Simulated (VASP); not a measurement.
C (space group Fd-3m): the measured cell of entry 2300702 of the Crystallography Open Database is

Space group Fd-3m, origin choice 1 (No. 227); a = b = c = 3.567 Å, α = β = γ = 90.00°

| atom | site | symmetry | x | y | z |
|---|---|---|---|---|---|
| C | 8a | -43m | 0.0000 | 0.0000 | 0.0000 |
(The calculation used a cell of 2 atoms; values per cell refer to that cell.)

Method: r2SCAN+rVV10, VASP's PBE PAW potentials (set 64) (plane waves; VASP). Settings: 520 eV cut-off, 14×14×14 Γ-centred mesh, tetrahedra with Blöchl corrections, potentials C.

The calculation is for a static lattice at zero pressure; the measurement, whose temperature isn't given here, holds thermal and zero-point expansion. The entry's conditions were not checked, so it may have been measured under pressure.

How far does the relaxed conventional cell lie from the measured one?

```
             measured  computed  difference
-----------  --------  --------  ----------
a (Å)           3.567     3.561      -0.2 %
V (Å³/atom)      5.67      5.64      -0.5 %
```

The structure comes from a measured C entry (Fd-3m) of the Crystallography Open Database, whose conditions weren't checked. It was relaxed first. Symmetry was kept, so distortions that lower it aren't found.
